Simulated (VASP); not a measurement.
# P3W4 (Pm-3m) in VASP: a series of runs

Runs on P3W4. Level: PBE. Tasks: relaxation of cell and atoms, single point.

Everything below comes from runs of VASP 6.6.1. Logs are shortened: lines on timing, memory, paths and dates and some standing lists are left out, and cuts for length are marked.

### Step 1. The cell of the first run

Symmetry: Pm-3m, No. 221, cubic system. The conventional cell has a = 4.714 Å, b = 4.714 Å, c = 4.714 Å, α = 90.00°, β = 90.00°, γ = 90.00°. P (site symmetry 4/mmm) is surrounded by 6 W at 2.36 Å. W (site symmetry m-3m) has 6 P at 2.36 Å as nearest neighbours. Around W (site symmetry 4/mmm) lie 4 P at 2.36 Å.

The cell was built by a generator and needn't be a form met in nature.

### Step 2. Relaxation of cell and atoms, PBE (species swapped into the W3N4 type (Pm-3m, No. 221))

INCAR reads:

```
SYSTEM = P3W4
ALGO = Fast
EDIFF = 1E-6
EDIFFG = -0.04
ENCUT = 600
GGA = PE
IBRION = 2
ISIF = 3
ISMEAR = 0
LASPH = .TRUE.
LCHARG = .FALSE.
LREAL = .FALSE.
LWAVE = .FALSE.
NELM = 100
NSW = 90
PREC = Accurate
SIGMA = 0.1
```

KPOINTS reads:

```
k-points
0
G
  4 4 4
  0 0 0
```

POSCAR reads:

```
P3W4
1.0
    4.7141129900      0.0000000000      0.0000000000
    0.0000000000      4.7141129900      0.0000000000
    0.0000000000      0.0000000000      4.7141129900
P W
3 4
Direct
    0.5000000000      0.5000000000      0.0000000000
    0.0000000000      0.5000000000      0.5000000000
    0.5000000000      0.0000000000      0.5000000000
    0.5000000000      0.5000000000      0.5000000000
    0.5000000000      0.0000000000      0.0000000000
    0.0000000000      0.5000000000      0.0000000000
    0.0000000000      0.0000000000      0.5000000000
```

Potentials or basis: VASP PAW PBE potentials, release 64 (P, W_sv).

Command:

```console
> cat potpaw_PBE.64/P/POTCAR potpaw_PBE.64/W_sv/POTCAR > POTCAR
> mpirun -np 1 vasp_std > vasp.out
```

OUTCAR:

```text
SYSTEM = P3W4
   EDIFF = 1E-6
   EDIFFG = -0.04
   ENCUT = 600
   GGA = PE
   IBRION = 2
   ISIF = 3
   ISMEAR = 0
   LASPH = .TRUE.
   LREAL = .FALSE.
   NELM = 100
   NSW = 90
   PREC = Accurate

 ion  position               nearest neighbor table
   1  0.500  0.500  0.000-   4 2.36   5 2.36   6 2.36   4 2.36   5 2.36   6 2.36
   2  0.000  0.500  0.500-   4 2.36   6 2.36   7 2.36   6 2.36   7 2.36   4 2.36
   3  0.500  0.000  0.500-   4 2.36   5 2.36   7 2.36   5 2.36   4 2.36   7 2.36
   4  0.500  0.500  0.500-   1 2.36   2 2.36   3 2.36   1 2.36   3 2.36   2 2.36   5 3.33   5 3.33
                             6 3.33   6 3.33   5 3.33   7 3.33   5 3.33   7 3.33   6 3.33   7 3.33
   5  0.500  0.000  0.000-   1 2.36   3 2.36   3 2.36   1 2.36   7 3.33   4 3.33   4 3.33   7 3.33
                             6 3.33   4 3.33   6 3.33   4 3.33   6 3.33   7 3.33   7 3.33   6 3.33
   6  0.000  0.500  0.000-   1 2.36   2 2.36   2 2.36   1 2.36   7 3.33   4 3.33   4 3.33   7 3.33
                             5 3.33   7 3.33   7 3.33   5 3.33   4 3.33   5 3.33   4 3.33   5 3.33
   7  0.000  0.000  0.500-   2 2.36   3 2.36   2 2.36   3 2.36   6 3.33   5 3.33   6 3.33   4 3.33
                             4 3.33   6 3.33   6 3.33   5 3.33   4 3.33   5 3.33   5 3.33   4 3.33

  LATTYP: Found a simple cubic cell.
 ALAT       =     4.7141129900

  Lattice vectors:

 A1 = (   4.7141129900,   0.0000000000,   0.0000000000)
 A2 = (   0.0000000000,   4.7141129900,   0.0000000000)
 A3 = (   0.0000000000,   0.0000000000,   4.7141129900)

Analysis of symmetry for initial positions (statically):
=====================================================================
 Subroutine PRICEL returns:
 Original cell was already a primitive cell.

 Routine SETGRP: Setting up the symmetry group for a
 simple cubic supercell.

 Subroutine GETGRP returns: Found 48 space group operations
 (whereof 48 operations were pure point group operations)
 out of a pool of 48 trial point group operations.

The static configuration has the point symmetry O_h .

Analysis of symmetry for dynamics (positions and initial velocities):
=====================================================================
 Subroutine PRICEL returns:
 Original cell was already a primitive cell.

 Routine SETGRP: Setting up the symmetry group for a
 simple cubic supercell.

 Subroutine GETGRP returns: Found 48 space group operations
 (whereof 48 operations were pure point group operations)
 out of a pool of 48 trial point group operations.

The dynamic configuration has the point symmetry O_h .

 Subroutine INISYM returns: Found 48 space group operations
 (whereof 48 operations are pure point group operations),
 and found     1 'primitive' translations

----------------------------------------------------------------------------------------

                                     Primitive cell

  volume of cell :     104.7611

  direct lattice vectors                    reciprocal lattice vectors
     4.714112990  0.000000000  0.000000000     0.212128984  0.000000000  0.000000000
     0.000000000  4.714112990  0.000000000     0.000000000  0.212128984  0.000000000
     0.000000000  0.000000000  4.714112990     0.000000000  0.000000000  0.212128984

  length of vectors
     4.714112990  4.714112990  4.714112990     0.212128984  0.212128984  0.212128984

  position of ions in fractional coordinates (direct lattice)
     0.500000000  0.500000000  0.000000000
     0.000000000  0.500000000  0.500000000
     0.500000000  0.000000000  0.500000000
     0.500000000  0.500000000  0.500000000
     0.500000000  0.000000000  0.000000000
     0.000000000  0.500000000  0.000000000
     0.000000000  0.000000000  0.500000000

  ion indices of the primitive-cell ions
   primitive index   ion index
                 1           1
                 2           2
                 3           3
                 4           4
                 5           5
                 6           6
                 7           7

----------------------------------------------------------------------------------------

 KPOINTS: k-points

Automatic generation of k-mesh.
 Grid dimensions read from file:
 generate k-points for:    4    4    4

 Generating k-lattice:

  Cartesian coordinates                     Fractional coordinates (reciprocal lattice)
     0.053032246  0.000000000  0.000000000     0.250000000  0.000000000  0.000000000
     0.000000000  0.053032246  0.000000000     0.000000000  0.250000000  0.000000000
     0.000000000  0.000000000  0.053032246     0.000000000  0.000000000  0.250000000

  Length of vectors
     0.053032246  0.053032246  0.053032246

  Shift w.r.t. Gamma in fractional coordinates (k-lattice)
     0.000000000  0.000000000  0.000000000

 Subroutine IBZKPT returns following result:
 ===========================================

 Found     10 irreducible k-points:

 Following reciprocal coordinates:
            Coordinates               Weight
  0.000000  0.000000  0.000000      1.000000
  0.250000  0.000000  0.000000      6.000000
  0.500000  0.000000  0.000000      3.000000
  0.250000  0.250000  0.000000     12.000000
  0.500000  0.250000  0.000000     12.000000
  0.500000  0.500000  0.000000      3.000000
  0.250000  0.250000  0.250000      8.000000
  0.500000  0.250000  0.250000     12.000000
  0.500000  0.500000  0.250000      6.000000
  0.500000  0.500000  0.500000      1.000000
   k-points           NKPTS =     10   k-points in BZ     NKDIM =     10   number of bands    NBANDS=     42
   number of dos      NEDOS =    301   number of ions     NIONS =      7
   total plane-waves  NPLWV =  64000
   dimension x,y,z NGX =    40 NGY =   40 NGZ =   40
   dimension x,y,z NGXF=    80 NGYF=   80 NGZF=   80
   ions per type =               3   4
   NGX,Y,Z   is equivalent  to a cutoff of  14.11, 14.11, 14.11 a.u.
   NGXF,Y,Z  is equivalent  to a cutoff of  28.21, 28.21, 28.21 a.u.
 SYSTEM =  P3W4
   PREC   = accura    normal or accurate (medium, high low for compatibility)
   ISTART =      0    job   : 0-new  1-cont  2-samecut
   ICHARG =      2    charge: 1-file 2-atom 10-const
   ISPIN  =      1    spin polarized calculation?
   LNONCOLLINEAR =      F non collinear calculations
   LSORBIT =      F    spin-orbit coupling
   LASPH  =      T    aspherical Exc in radial PAW
   ENCUT  =  600.0 eV  44.10 Ry    6.64 a.u.   9.42  9.42  9.42*2*pi/ulx,y,z
   NELM   =    100;   NELMIN=  2; NELMDL= -5     # of ELM steps
   EDIFF  = 0.1E-05   stopping-criterion for ELM
   LREAL  =      F    real-space projection
   EDIFFG = -.4E-01   stopping-criterion for IOM
   NSW    =     90    number of steps for IOM
   IBRION =      2    ionic relax: 0-MD 1-quasi-New 2-CG
   NFREE  =      1    steps in history (QN), initial steepest desc. (CG)
   ISIF   =      3    stress and relaxation
   ISYM   =      2    0-nonsym 1-usesym 2-fastsym
   POTIM  = 0.5000    time-step for ionic-motion
   TEBEG  =    0.0;   TEEND  =   0.0 temperature during run
   PSTRESS=    0.0 pullay stress
   NELECT =      71.0000    total number of electrons
   NUPDOWN=      -1.0000    fix difference up-down
   EMIN   =  10.00;   EMAX   =-10.00  energy-range for DOS
   EFERMI =   0.00;   METHOD = LEGACY
   ISMEAR =     0;   SIGMA  =   0.10  broadening in eV -4-tet -1-fermi 0-gaus
   EFERMI_NEDOS =   21; number of points for ismear=-14 and -15
   IALGO  =     68    algorithm
   IMIX   =      4    mixing-type and parameters
     AMIX     =   0.40;   BMIX     =  1.00
     AMIX_MAG =   1.60;   BMIX_MAG =  1.00
  volume/ion in A,a.u.               =      14.97       100.99
  Fermi-wavevector in a.u.,A,eV,Ry     =   1.438007  2.717439 28.134994  2.067864
  Thomas-Fermi vector in A             =   2.557021
   LORBIT       =      0    0 simple, 1 ext, 2 COOP (PROOUT), +10 PAW based schemes
   GGA     = PE    functional components
   LHFCALC =     F    Hartree Fock is set to
   AEXX    =    0.0000 exact exchange contribution
   IVDW    =     0    specifies the selected vdW correction
   LEPSILON=     F    determine dielectric tensor
   LRPA    =     F    only Hartree local field effects (RPA)
 conjugate gradient relaxation of ions
 non-spin polarized calculation
 RMM-DIIS sequential band-by-band and
 Gauss-broadening in eV      SIGMA  =   0.10
  energy-cutoff  :      600.00
  volume of cell :      104.76
 maximum number of plane-waves:      3532
 NGX is ok and might be reduce to    40
   NGX = 19   NGY = 19   NGZ = 19

--------------------------------------- Ionic step        1  -------------------------------------------

 number of electron      71.0000005 magnetization

 Free energy of the ion-electron system (eV)
  ---------------------------------------------------
  ext. energy  EPLUGINS =         0.00000000
  ---------------------------------------------------
  free energy    TOTEN  =       -63.04963080 eV

  energy without entropy =      -63.00087018  energy(sigma->0) =      -63.02525049

------------------------ aborting loop because EDIFF is reached ----------------------------------------

  FORCE on cell =-STRESS in cart. coord.  units (eV):
  Direction    XX          YY          ZZ          XY          YZ          ZX
  --------------------------------------------------------------------------------------
  -------------------------------------------------------------------------------------
  Total       11.6802289     11.6802289     11.6802289      0.0000000     -0.0000000      0.0000000
  in kB      178.6331153    178.6331153    178.6331153      0.0000000     -0.0000000      0.0000000
  external PRESSURE =     178.6331153 kB  Pullay stress =       0.0000000 kB
[... 26 lines left out ...]
  energy  without entropy=      -63.0008701799  energy(sigma->0) =      -63.02525049

--------------------------------------- Ionic step        2  -------------------------------------------

 number of electron      70.9999997 magnetization

 E-fermi :   8.1110     XC(G=0): -11.5268

 val. band max:        8.1088955810   @ k =   0.5000   0.5000   0.2500
 cond. band min:       8.1213914443   @ k =   0.5000   0.2500   0.0000
 fundamental gap:      0.0124958633
 Fermi energy:         8.1110335954

 k-point     1 :       0.0000    0.0000    0.0000
  band No.  band energies     occupation
      1     -66.8662      2.00000
      2     -66.5417      2.00000
      3     -66.5383      2.00000
      4     -66.5383      2.00000
      5     -31.0688      2.00000
      6     -31.0688      2.00000
[... 518 lines left out ...]
  energy  without entropy=      -63.4099079146  energy(sigma->0) =      -63.43772797

--------------------------------------- Ionic step        4  -------------------------------------------

 number of electron      70.9999990 magnetization

 Free energy of the ion-electron system (eV)
  ---------------------------------------------------
  ext. energy  EPLUGINS =         0.00000000
  ---------------------------------------------------
  free energy    TOTEN  =       -63.46671394 eV

  energy without entropy =      -63.41144776  energy(sigma->0) =      -63.43908085

 E-fermi :  10.1209     XC(G=0): -12.3163

 val. band max:       10.1094876548   @ k =   0.5000   0.5000   0.0000
 cond. band min:      10.1358252387   @ k =   0.5000   0.2500   0.0000
 fundamental gap:      0.0263375839
 Fermi energy:        10.1209401529

 k-point     1 :       0.0000    0.0000    0.0000
  band No.  band energies     occupation
      1     -64.7821      2.00000
      2     -64.3121      2.00000
      3     -64.3038      2.00000
      4     -64.3038      2.00000
      5     -29.1025      2.00000
      6     -29.1025      2.00000
[... 473 lines left out ...]
  FREE ENERGIE OF THE ION-ELECTRON SYSTEM (eV)
  ---------------------------------------------------
  free  energy   TOTEN  =       -63.4667139447 eV

  energy  without entropy=      -63.4114477630  energy(sigma->0) =      -63.43908085

 reached required accuracy - stopping structural energy minimisation
```

It took 2.4 min on 1 thread of Intel Xeon 6975P-C (Granite Rapids), shared host; peak memory 0.26 GiB.

Results:

* Free energy: -63.4667 eV
* Relaxed volume: 16.11 Å³/atom
* Relaxed cell: a = 4.832 Å, b = 4.832 Å, c = 4.832 Å, α = 90.00°, β = 90.00°, γ = 90.00°
* Space group after relaxing (to 0.05 Å): Pm-3m (No. 221)
* Energy gained by relaxing: 59.6 meV/atom
* Ionic steps: 4
* Pressure after relaxing: -0.1 GPa
* Band gap on the k mesh: none (metal or under the smearing width)

Step by step:
```tsv
step	energy change (eV)	largest force (eV/Å)	pressure (GPa)	volume (Å³)
1	0.0000	0.0000	17.86	104.76
2	1.1943	0.0000	-23.00	132.15
3	-0.4159	0.0000	-0.85	113.21
4	-0.4171	0.0000	-0.05	112.79
```

Final structure:
```yaml
crystal:
  lattice:
    - [4.83153, 0.00000, 0.00000]
    - [0.00000, 4.83153, 0.00000]
    - [0.00000, 0.00000, 4.83153]
  atoms:
    - { symbol: P, position: [0.50000, 0.50000, 0.00000] }
    - { symbol: P, position: [0.00000, 0.50000, 0.50000] }
    - { symbol: P, position: [0.50000, 0.00000, 0.50000] }
    - { symbol: W, position: [0.50000, 0.50000, 0.50000] }
    - { symbol: W, position: [0.50000, 0.00000, 0.00000] }
    - { symbol: W, position: [0.00000, 0.50000, 0.00000] }
    - { symbol: W, position: [0.00000, 0.00000, 0.50000] }
```

Levels at points of the mesh, in eV from the Fermi level:
```tsv
k point	band 33	band 34	band 35	band 36	band 37	band 38
(0.00, 0.00, 0.00)	-1.79	-1.79	-1.16	-1.16	-1.16	-0.59
(0.50, 0.00, 0.00)	-1.01	-1.01	-0.69	-0.18	0.43	0.66
(0.50, 0.50, 0.00)	-0.62	-0.29	-0.29	-0.01	0.63	0.71
(0.50, 0.50, 0.50)	0.65	0.65	0.67	0.67	0.67	1.20
```

### Step 3. Single point, PBE (species swapped into the W3N4 type (Pm-3m, No. 221))

INCAR reads:

```
SYSTEM = P3W4
  ALGO = Normal
  EDIFF = 1E-6
  ENCUT = 520
  GGA = PE
  ISIF = 2
  ISMEAR = 0
  LASPH = .True.
  LCHARG = .False.
  LREAL = .False.
  LWAVE = .False.
  NBANDS = 44
  NELM = 100
  PREC = Accurate
  SIGMA = 0.1
```

KPOINTS reads:

```
k-points
0
Gamma
  4 4 4
  0 0 0
```

POSCAR is that of step 2.

Potentials or basis: VASP PAW PBE potentials, release 64 (P, W_sv).

Command:

```console
> cat potpaw_PBE.64/P/POTCAR potpaw_PBE.64/W_sv/POTCAR > POTCAR
> mpirun -np 1 vasp_std > vasp.out
```

OUTCAR:

```text
SYSTEM = P3W4
   EDIFF = 1E-6
   ENCUT = 520
   GGA = PE
   ISIF = 2
   ISMEAR = 0
   LASPH = .True.
   LREAL = .False.
   NELM = 100
   PREC = Accurate

 ion  position               nearest neighbor table
   1  0.500  0.500  0.000-   4 2.36   5 2.36   6 2.36   4 2.36   5 2.36   6 2.36
   2  0.000  0.500  0.500-   4 2.36   6 2.36   7 2.36   6 2.36   7 2.36   4 2.36
   3  0.500  0.000  0.500-   4 2.36   5 2.36   7 2.36   5 2.36   4 2.36   7 2.36
   4  0.500  0.500  0.500-   1 2.36   2 2.36   3 2.36   1 2.36   3 2.36   2 2.36   5 3.33   5 3.33
                             6 3.33   6 3.33   5 3.33   7 3.33   5 3.33   7 3.33   6 3.33   7 3.33
   5  0.500  0.000  0.000-   1 2.36   3 2.36   3 2.36   1 2.36   7 3.33   4 3.33   4 3.33   7 3.33
                             6 3.33   4 3.33   6 3.33   4 3.33   6 3.33   7 3.33   7 3.33   6 3.33
   6  0.000  0.500  0.000-   1 2.36   2 2.36   2 2.36   1 2.36   7 3.33   4 3.33   4 3.33   7 3.33
                             5 3.33   7 3.33   7 3.33   5 3.33   4 3.33   5 3.33   4 3.33   5 3.33
   7  0.000  0.000  0.500-   2 2.36   3 2.36   2 2.36   3 2.36   6 3.33   5 3.33   6 3.33   4 3.33
                             4 3.33   6 3.33   6 3.33   5 3.33   4 3.33   5 3.33   5 3.33   4 3.33

  LATTYP: Found a simple cubic cell.
 ALAT       =     4.7141129900

  Lattice vectors:

[... 184 lines left out ...]
      1     -63.7317      2.00000
      2     -63.1794      2.00000
      3     -63.1670      2.00000
      4     -63.1670      2.00000
      5     -28.1274      2.00000
      6     -28.1274      2.00000
[... 459 lines left out ...]
     43      14.4640      0.00000
     44      14.4641      0.00000

------------------------ aborting loop because EDIFF is reached ----------------------------------------

  FORCE on cell =-STRESS in cart. coord.  units (eV):
  Direction    XX          YY          ZZ          XY          YZ          ZX
  --------------------------------------------------------------------------------------
  -------------------------------------------------------------------------------------
  Total       11.6537081     11.6537081     11.6537081      0.0000000      0.0000000     -0.0000000
  in kB      178.2275170    178.2275170    178.2275170      0.0000000      0.0000000     -0.0000000
  external PRESSURE =     178.2275170 kB  Pullay stress =       0.0000000 kB

 VOLUME and BASIS-vectors are now :
 -----------------------------------------------------------------------------
  energy-cutoff  :      520.00
  volume of cell :      104.76
      direct lattice vectors                 reciprocal lattice vectors
     4.714112990  0.000000000  0.000000000     0.212128984  0.000000000  0.000000000
     0.000000000  4.714112990  0.000000000     0.000000000  0.212128984  0.000000000
     0.000000000  0.000000000  4.714112990     0.000000000  0.000000000  0.212128984

 POSITION                                       TOTAL-FORCE (eV/Angst)
 -----------------------------------------------------------------------------------
      2.35706      2.35706      0.00000         0.000000      0.000000      0.000000
      0.00000      2.35706      2.35706         0.000000      0.000000      0.000000
      2.35706      0.00000      2.35706         0.000000      0.000000      0.000000
      2.35706      2.35706      2.35706         0.000000      0.000000      0.000000
      2.35706      0.00000      0.00000         0.000000      0.000000      0.000000
      0.00000      2.35706      0.00000         0.000000      0.000000      0.000000
      0.00000      0.00000      2.35706         0.000000      0.000000      0.000000
 -----------------------------------------------------------------------------------
    total drift:                                0.000000      0.000000     -0.000000

  FREE ENERGIE OF THE ION-ELECTRON SYSTEM (eV)
  ---------------------------------------------------
  free  energy   TOTEN  =       -63.0475364068 eV

  energy  without entropy=      -62.9987709600  energy(sigma->0) =      -63.02315368
```

Run time: 23 s. Hardware: 1 thread of Intel Xeon 6975P-C (Granite Rapids), shared host; peak memory 0.21 GiB.

What came out:

- Free energy: -63.0475 eV
- Pressure: 17.8 GPa
- Band gap on the k mesh: none (metal or under the smearing width)

Caveat: so large a pressure means that the cell lies far from this level's equilibrium, or that cutoff or potentials fall short. Spin-orbit coupling is left out, which matters for the levels of W.
